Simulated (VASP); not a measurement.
All values below come from HSE06 screened hybrid, VASP's PBE PAW potentials (set 64) (plane waves; VASP 6.6.1).

VASP input:

INCAR:
```
AEXX = 0.25
ALGO = Normal
EDIFF = 1E-5
ENCUT = 400
GGA = PE
HFSCREEN = 0.2
ISIF = 0
ISMEAR = 0
ISPIN = 2
ISYM = 0
LASPH = .TRUE.
LCHARG = .FALSE.
LHFCALC = .TRUE.
LMAXMIX = 4
LORBIT = 10
LREAL = Auto
LWAVE = .FALSE.
MAGMOM = 0.0 0.0 0.0 0.0 0.0 0.0 0.0 0.0 0.0 0.0 0.0 0.0 0.0 0.0 0.0 0.0 0.0 0.0 0.0 0.0 0.0 0.0 0.0 0.0 0.0 0.0 0.0 0.0 0.0 0.0 0.0 0.0 0.0 0.0 0.0 0.0 0.0 0.0 0.0 0.0 0.0 0.0 0.0 0.0 0.0 0.0 0.0 0.0 0.0 0.0 0.0 0.0 0.0 0.0 0.0 0.0 0.0 0.0 0.0 0.0 0.0 0.0 0.0 0.0 3.0
NELECT = 267.0
NELM = 50
NELMIN = 4
PREC = Normal
PRECFOCK = Fast
SIGMA = 0.05
SYSTEM = NiSi64
```

**POSCAR**
```
NiSi64
1
   10.9370747000     0.0000000000     0.0000000000
    0.0000000000    10.9370747000     0.0000000000
    0.0000000000     0.0000000000    10.9370747000
Si Ni
64 1
Direct
  0.4995247918   0.9994490648   0.9996733404
  0.6258460630   0.1242803145   0.1241962057
  0.7507511253   0.2503844702   0.9996865170
  0.8748841258   0.3749601065   0.1257760647
  0.7504229085   0.9995306491   0.2504092345
  0.8748898310   0.1253037392   0.3750388314
  0.9997142741   0.9998937495   0.9998285780
  0.1249569607   0.1250596612   0.1251093203
  0.2505103704   0.2504918414   0.0003080058
  0.3745790434   0.3748413932   0.1261512178
  0.4993153225   0.4990962890   0.0005473992
  0.6246976256   0.6246386869   0.1252968749
  0.7498558628   0.7499146973   0.0001231810
  0.8747395572   0.8749786589   0.1252198206
  0.2499793112   0.9994610125   0.2502971526
  0.3748070299   0.1240151988   0.3750695460
  0.5010634202   0.2476734955   0.2492180401
  0.6240705479   0.3749897993   0.3757819660
  0.7494554479   0.4991313344   0.2508303129
  0.8748725852   0.6240972622   0.3750294310
  0.4995809776   0.9991927127   0.4997007306
  0.6245889108   0.1251513098   0.6247234106
  0.7499937283   0.2504734955   0.4996703007
  0.8749192181   0.3748940115   0.6250157920
  0.7498005931   0.0000709228   0.7499111591
  0.8747772421   0.1251125346   0.8749235328
  0.9991171552   0.4995514668   0.9996463265
  0.1236398494   0.6263508398   0.1238633193
  0.2504411126   0.7505335263   0.9993575211
  0.3749548833   0.8747719477   0.1253604542
  0.0000757395   0.2504729785   0.2507542377
  0.1255689471   0.3748676857   0.3751601063
  0.2474657304   0.5020079134   0.2482231467
  0.3749923853   0.6243699417   0.3753200315
  0.4994919143   0.7497960101   0.2505933216
  0.6249377870   0.8746987816   0.3749843129
  0.9993935227   0.9995932712   0.4996262171
  0.1242650006   0.1243582194   0.6258573189
  0.2495226966   0.2483813208   0.5013168172
  0.3754729164   0.3752549467   0.6251715270
  0.5022569194   0.5025218770   0.5030268889
  0.6265589674   0.6268162240   0.6266615841
  0.7512183465   0.7507408920   0.4995916605
  0.8751583407   0.8752242216   0.6250152600
  0.2503555541   0.9995013495   0.7506959102
  0.3749253366   0.1252722823   0.8752304272
  0.4996888249   0.2504271295   0.7504482827
  0.6248150539   0.3749195693   0.8755553526
  0.7506790271   0.4995860988   0.7510617425
  0.8750638313   0.6249651351   0.8751516576
  0.9988934312   0.7504293441   0.2505444645
  0.1249164214   0.8747068306   0.3750629930
  0.9999963554   0.4991701042   0.4997108354
  0.1250699339   0.6247801266   0.6249006168
  0.2503930192   0.7499331576   0.4996282641
  0.3748958234   0.8747132344   0.6251346213
  0.9994167382   0.2504038727   0.7508137222
  0.1251804519   0.3749698329   0.8754533680
  0.2502358298   0.4994512278   0.7502546832
  0.3749420328   0.6242428559   0.8753511371
  0.4995291896   0.7506886030   0.7513843132
  0.6249195338   0.8751957120   0.8753228114
  0.0000124645   0.7500462550   0.7499868320
  0.1251559251   0.8749425118   0.8749836930
  0.3766471329   0.3790232915   0.3747922548
```

### KPOINTS
```
Regular mesh
0
Gamma
 1 1 1
```

POTCAR, in this order: Si Ni (PBE.64 set). Program: vasp_gam. Read from the step before: WAVECAR.

The resulting files:

### OUTCAR
```
 ion  position               nearest neighbor table
   1  0.500  0.999  1.000-  62 2.36  46 2.37  30 2.37   2 2.37
   2  0.626  0.124  0.124-  17 2.36   3 2.37   5 2.37   1 2.37
   3  0.751  0.250  1.000-  26 2.36  48 2.37   4 2.37   2 2.37
   4  0.875  0.375  0.126-  19 2.37  31 2.37   3 2.37  27 2.37
   5  0.750  1.000  0.250-  14 2.36   6 2.37  36 2.37   2 2.37
   6  0.875  0.125  0.375-  31 2.37  23 2.37  37 2.37   5 2.37
   7  1.000  1.000  1.000-  26 2.37  64 2.37  14 2.37   8 2.37
   8  0.125  0.125  0.125-   7 2.37   9 2.37  15 2.37  31 2.37
   9  0.251  0.250  0.000-  10 2.36  58 2.37  46 2.37   8 2.37
  10  0.375  0.375  0.126-   9 2.36  11 2.37  33 2.38  17 2.38  65 2.72
  11  0.499  0.499  0.001-  10 2.37  48 2.37  60 2.37  12 2.37
  12  0.625  0.625  0.125-  13 2.37  35 2.37  11 2.37  19 2.37
  13  0.750  0.750  0.000-  62 2.37  14 2.37  50 2.37  12 2.37
  14  0.875  0.875  0.125-  51 2.36   5 2.36  13 2.37   7 2.37
  15  0.250  0.999  0.250-  16 2.36  52 2.37  30 2.37   8 2.37
  16  0.375  0.124  0.375-  15 2.36  21 2.36  17 2.37  39 2.37  65 2.79
  17  0.501  0.248  0.249-   2 2.36  16 2.37  10 2.38  18 2.38  65 2.41
  18  0.624  0.375  0.376-  23 2.36  19 2.36  41 2.38  17 2.38  65 2.71
  19  0.749  0.499  0.251-  18 2.36  20 2.37   4 2.37  12 2.37
  20  0.875  0.624  0.375-  19 2.37  53 2.37  51 2.37  43 2.37
  21  0.500  0.999  0.500-  16 2.36  36 2.37  56 2.37  22 2.37
  22  0.625  0.125  0.625-  25 2.37  23 2.37  47 2.37  21 2.37
  23  0.750  0.250  0.500-  18 2.36  24 2.37   6 2.37  22 2.37
  24  0.875  0.375  0.625-  53 2.37  23 2.37  57 2.37  49 2.37
...
```

File OSZICAR:
```
       N       E                     dE             d eps       ncg     rms          rms(c)
DAV:   1    -0.396570166649E+03   -0.39657E+03   -0.13682E+01   960   0.134E+01    0.201E+01
DAV:   2    -0.396877709380E+03   -0.30754E+00   -0.58553E+00   832   0.221E+01    0.146E+01
DAV:   3    -0.397947284019E+03   -0.10696E+01   -0.14632E+01   776   0.278E+01    0.127E+01
DAV:   4    -0.397639838557E+03    0.30745E+00   -0.18077E+01   768   0.410E+01    0.184E+01
DAV:   5    -0.407069173101E+03   -0.94293E+01   -0.91518E+01   768   0.576E+01    0.307E+01
DAV:   6    -0.400523155865E+03    0.65460E+01   -0.80304E+01   736   0.101E+02    0.488E+01
DAV:   7    -0.471753654694E+03   -0.71230E+02   -0.25201E+02   760   0.118E+02    0.119E+02
DAV:   8    -0.387310194013E+03    0.84443E+02   -0.36267E+02   752   0.378E+01    0.501E+01
DAV:   9    -0.402015065110E+03   -0.14705E+02   -0.66356E+01   816   0.261E+01    0.488E+01
DAV:  10    -0.444664696910E+03   -0.42650E+02   -0.33318E+02   824   0.114E+02    0.933E+01
DAV:  11    -0.388627906423E+03    0.56037E+02   -0.36462E+02   768   0.373E+01    0.541E+01
DAV:  12    -0.396202062438E+03   -0.75742E+01   -0.22857E+01   848   0.105E+01    0.316E+01
DAV:  13    -0.396474921255E+03   -0.27286E+00   -0.22171E+00   848   0.445E+00    0.184E+01
DAV:  14    -0.396502855140E+03   -0.27934E-01   -0.11501E+00   872   0.851E+00    0.121E+01
DAV:  15    -0.396577780757E+03   -0.74926E-01   -0.20964E+00   752   0.114E+01    0.664E+00
DAV:  16    -0.396572284326E+03    0.54964E-02   -0.25809E+00   736   0.157E+01    0.648E+00
DAV:  17    -0.396806370824E+03   -0.23409E+00   -0.42863E+00   728   0.167E+01    0.519E+00
DAV:  18    -0.396754033850E+03    0.52337E-01   -0.54791E+00   728   0.242E+01    0.732E+00
DAV:  19    -0.397594587173E+03   -0.84055E+00   -0.11054E+01   728   0.256E+01    0.878E+00
DAV:  20    -0.397370357016E+03    0.22423E+00   -0.14322E+01   744   0.373E+01    0.145E+01
DAV:  21    -0.403115421399E+03   -0.57451E+01   -0.56368E+01   768   0.478E+01    0.225E+01
DAV:  22    -0.400670219702E+03    0.24452E+01   -0.57757E+01   728   0.779E+01    0.456E+01
DAV:  23    -0.463555449578E+03   -0.62885E+02   -0.26059E+02   768   0.116E+02    0.115E+02
DAV:  24    -0.387785293510E+03    0.75770E+02   -0.35742E+02   760   0.384E+01    0.477E+01
DAV:  25    -0.398086642964E+03   -0.10301E+02   -0.44175E+01   816   0.146E+01    0.324E+01
DAV:  26    -0.405356512418E+03   -0.72699E+01   -0.95764E+01   800   0.605E+01    0.213E+01
DAV:  27    -0.400753235401E+03    0.46033E+01   -0.84363E+01   760   0.879E+01    0.502E+01
DAV:  28    -0.467258846791E+03   -0.66506E+02   -0.27354E+02   784   0.117E+02    0.114E+02
DAV:  29    -0.387119653966E+03    0.80139E+02   -0.37486E+02   752   0.383E+01    0.540E+01
DAV:  30    -0.400575824601E+03   -0.13456E+02   -0.60444E+01   816   0.226E+01    0.451E+01
DAV:  31    -0.430787344373E+03   -0.30212E+02   -0.36447E+02   792   0.102E+02    0.697E+01
DAV:  32    -0.392924205433E+03    0.37863E+02   -0.29519E+02   744   0.385E+01    0.518E+01
DAV:  33    -0.416292384925E+03   -0.23368E+02   -0.19429E+02   776   0.739E+01    0.337E+01
DAV:  34    -0.400477719850E+03    0.15815E+02   -0.18064E+02   768   0.515E+01    0.583E+01
DAV:  35    -0.466297244242E+03   -0.65820E+02   -0.29783E+02   784   0.113E+02    0.113E+02
DAV:  36    -0.386718182492E+03    0.79579E+02   -0.39994E+02   752   0.376E+01    0.628E+01
DAV:  37    -0.400604699833E+03   -0.13887E+02   -0.59464E+01   840   0.228E+01    0.484E+01
DAV:  38    -0.429813929480E+03   -0.29209E+02   -0.38083E+02   800   0.100E+02    0.647E+01
DAV:  39    -0.392937824304E+03    0.36876E+02   -0.29226E+02   752   0.383E+01    0.521E+01
DAV:  40    -0.415261086710E+03   -0.22323E+02   -0.22387E+02   784   0.724E+01    0.313E+01
DAV:  41    -0.400774348262E+03    0.14487E+02   -0.17362E+02   752   0.523E+01    0.581E+01
DAV:  42    -0.467625091790E+03   -0.66851E+02   -0.29875E+02   800   0.113E+02    0.114E+02
DAV:  43    -0.386556817939E+03    0.81068E+02   -0.40219E+02   752   0.375E+01    0.626E+01
DAV:  44    -0.401709355539E+03   -0.15153E+02   -0.64647E+01   832   0.255E+01    0.517E+01
DAV:  45    -0.439022199732E+03   -0.37313E+02   -0.33329E+02   808   0.111E+02    0.856E+01
DAV:  46    -0.389586550716E+03    0.49436E+02   -0.35879E+02   760   0.380E+01    0.555E+01
DAV:  47    -0.396710695791E+03   -0.71241E+01   -0.23897E+01   888   0.218E+01    0.308E+01
DAV:  48    -0.397021647846E+03   -0.31095E+00   -0.13064E+01   832   0.313E+01    0.227E+01
DAV:  49    -0.399353225613E+03   -0.23316E+01   -0.26994E+01   744   0.374E+01    0.132E+01
DAV:  50    -0.398662467038E+03    0.69076E+00   -0.30614E+01   720   0.535E+01
   1 F= -.39866247E+03 E0= -.39864006E+03  d E =-.448066E-01  mag=     0.6011
```

OUTCAR:
```
------------------------ aborting loop EDIFF was not reached (unconverged)  ----------------------------
  volume of cell :     1308.29
      direct lattice vectors                 reciprocal lattice vectors
    10.937074700  0.000000000  0.000000000     0.091432127  0.000000000  0.000000000
     0.000000000 10.937074700  0.000000000     0.000000000  0.091432127  0.000000000
     0.000000000  0.000000000 10.937074700     0.000000000  0.000000000  0.091432127
 POSITION                                       TOTAL-FORCE (eV/Angst)
 -----------------------------------------------------------------------------------
      5.46334     10.93105     10.93350        -0.091916      0.039048      0.031346
      6.84493      1.35926      1.35834        -0.144322      0.136120      0.155775
      8.21102      2.73847     10.93365        -0.033575      0.079238      0.026609
      9.56867      4.10097      1.37562         0.003916     -0.000630     -0.007014
      8.20743     10.93194      2.73874        -0.030228      0.034492      0.085262
      9.56874      1.37046      4.10183        -0.004194     -0.003940      0.007591
     10.93395     10.93591     10.93520         0.027637      0.026721      0.038546
      1.36666      1.36779      1.36833         0.054787      0.062764      0.062996
      2.73985      2.73965      0.00337         0.079830      0.080721      0.100712
      4.09680      4.09967      1.37973        -0.002102     -0.016928     -1.140598
      5.46105      5.45865      0.00599        -0.111372     -0.094214      0.083188
      6.83236      6.83172      1.37038        -0.055478     -0.053660      0.065031
      8.20123      8.20187      0.00135        -0.026729     -0.040666      0.035738
      9.56709      9.56971      1.36954         0.000264      0.000651      0.075622
      2.73404     10.93118      2.73752         0.099810      0.107023      0.098350
      4.09929      1.35636      4.10216        -0.003365     -0.939259     -0.001615
      5.48017      2.70882      2.72572         1.509962     -1.586840     -1.532174
      6.82551      4.10129      4.10996         1.156646     -0.017727      0.006795
      8.19685      5.45904      2.74335        -0.088044     -0.090874      0.097769
      9.56855      6.82580      4.10172        -0.000002     -0.003482      0.008619
      5.46395     10.92825      5.46526        -0.103434      0.110945     -0.092315
      6.83118      1.36879      6.83265        -0.054718      0.059527     -0.050393
      8.20274      2.73945      5.46493        -0.120708      0.083596     -0.090614
      9.56906      4.10024      6.83584        -0.011667      0.005765      0.007002
      8.20063      0.00078      8.20183        -0.031839      0.025994     -0.022969
      9.56750      1.36837      9.56910         0.007035      0.070219      0.013970
     10.92742      5.46363     10.93321         0.025457     -0.079657      0.023566
      1.35226      6.85045      1.35470         0.138410     -0.141860      0.151000
      2.73909      8.20864     10.93005         0.072720     -0.037721      0.032108
      4.10091      9.56745      1.37108         0.011831      0.005192      0.006396
      0.00083      2.73944      2.74252         0.098477      0.082782      0.085327
      1.37336      4.09996      4.10315        -1.085090     -0.017424      0.002625
      2.70655      5.49050      2.71484        -1.584052      1.610463     -1.588555
      4.10132      6.82878      4.10490        -0.000357      1.218187     -0.000466
      5.46298      8.20057      2.74076        -0.105526     -0.108414      0.106799
      6.83499      9.56665      4.10123        -0.006612      0.003022     -0.001567
     10.93044     10.93263      5.46445         0.036120      0.039042     -0.089994
      1.35910      1.36012      6.84505         0.141060      0.141599     -0.129740
      2.72905      2.71657      5.48294        -1.466845     -1.507599      1.450772
      4.10658      4.10419      6.83755        -0.004929     -0.015002      1.075662
      5.49322      5.49612      5.50164         1.601339      1.622567      1.609124
      6.85272      6.85554      6.85384        -0.139173     -0.155922     -0.125909
      8.21613      8.21091      5.46407        -0.042694     -0.040863     -0.072963
      9.57167      9.57239      6.83584        -0.000692     -0.004437     -0.070084
      2.73816     10.93162      8.21042         0.085124      0.046540     -0.043886
      4.10059      1.37011      9.57246         0.003453      0.001597      0.002351
      5.46513      2.73894      8.20771        -0.102435      0.082699     -0.119948
      6.83365      4.10052      9.57601         0.000470      0.008375     -0.013963
      8.21023      5.46401      8.21442        -0.027646     -0.073773     -0.033007
      9.57064      6.83529      9.57160        -0.007637     -0.082042      0.002115
     10.92497      8.20750      2.74022         0.029177     -0.028903      0.079618
      1.36622      9.56673      4.10209         0.002428      0.004557      0.015930
     10.93703      5.45946      5.46537         0.085711     -0.090339     -0.108208
      1.36790      6.83327      6.83458         0.062283     -0.057162     -0.057079
      2.73857      8.20207      5.46447         0.098282     -0.116340     -0.096422
      4.10026      9.56680      6.83714        -0.004288     -0.000962     -0.005637
     10.93070      2.73869      8.21171         0.033457      0.085453     -0.033552
      1.36911      4.10107      9.57490        -0.007080      0.000913      0.006353
      2.73685      5.46254      8.20559         0.101036     -0.093469     -0.097359
      4.10077      6.82739      9.57378         0.007232     -0.006496      0.001705
      5.46339      8.21034      8.21795        -0.080320     -0.042791     -0.041303
      6.83479      9.57208      9.57347        -0.078337     -0.007301      0.003287
      0.00014      8.20331      8.20266         0.022815     -0.044483     -0.017412
      1.36884      9.56931      9.56976         0.064771      0.005241      0.006529
      4.11942      4.14541      4.09913        -0.004133     -0.279872      0.022561
 -----------------------------------------------------------------------------------
    total drift:                                0.125479      0.054070     -0.109558
  FREE ENERGIE OF THE ION-ELECTRON SYSTEM (eV)
  ---------------------------------------------------
  free  energy   TOTEN  =      -398.6624670383 eV

  energy  without entropy=     -398.6176603981  energy(sigma->0) =     -398.64006372

  exchange ACFDT corr.  =         0.00000000  see jH, gK, PRB 81, 115126

 total charge

# of ion       s       p       d       tot
------------------------------------------
    1        0.754   0.972   0.000   1.726
    2        0.770   0.951   0.000   1.721
    3        0.754   0.972   0.000   1.726
    4        0.757   0.970   0.000   1.727
    5        0.754   0.972   0.000   1.726
    6        0.758   0.970   0.000   1.728
    7        0.749   0.967   0.000   1.716
    8        0.759   0.962   0.000   1.721
    9        0.752   0.965   0.000   1.717
   10        0.748   0.963   0.000   1.712
   11        0.752   0.966   0.000   1.718
   12        0.759   0.963   0.000   1.722
   13        0.748   0.968   0.000   1.717
   14        0.755   0.967   0.000   1.722
   15        0.752   0.966   0.000   1.718
   16        0.747   0.963   0.000   1.710
   17        0.745   0.974   0.000   1.719
   18        0.749   0.963   0.000   1.712
   19        0.752   0.966   0.000   1.718
   20        0.756   0.970   0.000   1.726
   21        0.752   0.966   0.000   1.718
   22        0.759   0.962   0.000   1.721
   23        0.752   0.965   0.000   1.717
...
```
(Selected blocks of OUTCAR.)

stdout:
```
...
DAV:  31    -0.430787344373E+03   -0.30212E+02   -0.36447E+02   792   0.102E+02    0.697E+01
DAV:  32    -0.392924205433E+03    0.37863E+02   -0.29519E+02   744   0.385E+01    0.518E+01
DAV:  33    -0.416292384925E+03   -0.23368E+02   -0.19429E+02   776   0.739E+01    0.337E+01
DAV:  34    -0.400477719850E+03    0.15815E+02   -0.18064E+02   768   0.515E+01    0.583E+01
DAV:  35    -0.466297244242E+03   -0.65820E+02   -0.29783E+02   784   0.113E+02    0.113E+02
DAV:  36    -0.386718182492E+03    0.79579E+02   -0.39994E+02   752   0.376E+01    0.628E+01
DAV:  37    -0.400604699833E+03   -0.13887E+02   -0.59464E+01   840   0.228E+01    0.484E+01
DAV:  38    -0.429813929480E+03   -0.29209E+02   -0.38083E+02   800   0.100E+02    0.647E+01
DAV:  39    -0.392937824304E+03    0.36876E+02   -0.29226E+02   752   0.383E+01    0.521E+01
DAV:  40    -0.415261086710E+03   -0.22323E+02   -0.22387E+02   784   0.724E+01    0.313E+01
DAV:  41    -0.400774348262E+03    0.14487E+02   -0.17362E+02   752   0.523E+01    0.581E+01
DAV:  42    -0.467625091790E+03   -0.66851E+02   -0.29875E+02   800   0.113E+02    0.114E+02
DAV:  43    -0.386556817939E+03    0.81068E+02   -0.40219E+02   752   0.375E+01    0.626E+01
DAV:  44    -0.401709355539E+03   -0.15153E+02   -0.64647E+01   832   0.255E+01    0.517E+01
DAV:  45    -0.439022199732E+03   -0.37313E+02   -0.33329E+02   808   0.111E+02    0.856E+01
DAV:  46    -0.389586550716E+03    0.49436E+02   -0.35879E+02   760   0.380E+01    0.555E+01
DAV:  47    -0.396710695791E+03   -0.71241E+01   -0.23897E+01   888   0.218E+01    0.308E+01
DAV:  48    -0.397021647846E+03   -0.31095E+00   -0.13064E+01   832   0.313E+01    0.227E+01
DAV:  49    -0.399353225613E+03   -0.23316E+01   -0.26994E+01   744   0.374E+01    0.132E+01
DAV:  50    -0.398662467038E+03    0.69076E+00   -0.30614E+01   720   0.535E+01

 -----------------------------------------------------------------------------
|                                                                             |
|           W    W    AA    RRRRR   N    N  II  N    N   GGGG   !!!           |
|           W    W   A  A   R    R  NN   N  II  NN   N  G    G  !!!           |
|           W    W  A    A  R    R  N N  N  II  N N  N  G       !!!           |
|           W WW W  AAAAAA  RRRRR   N  N N  II  N  N N  G  GGG   !            |
|           WW  WW  A    A  R   R   N   NN  II  N   NN  G    G                |
|           W    W  A    A  R    R  N    N  II  N    N   GGGG   !!!           |
|                                                                             |
|     The electronic self-consistency was not achieved in the given           |
|     number of steps (NELM). The forces and other quantities evaluated       |
|     might not be reliable so examine the results carefully. If you find     |
|     spurious results, we suggest increasing NELM, if you were close to      |
|     convergence or switching to a different ALGO or adjusting the           |
|     density mixing parameters otherwise.                                    |
|                                                                             |
 -----------------------------------------------------------------------------

   1 F= -.39866247E+03 E0= -.39864006E+03  d E =-.448066E-01  mag=     0.6011
```

Convergence was not reached.

The cell is charged, with a uniform compensating background. The supercell is sampled at Γ alone, which is coarse: total energies, pressure and levels can be off, energies of defects by several tenths of an eV.

The cell is a supercell with a defect, built from Si (diamond): Ni_i, charge -1. The cell's shape comes from a PBE relaxation.
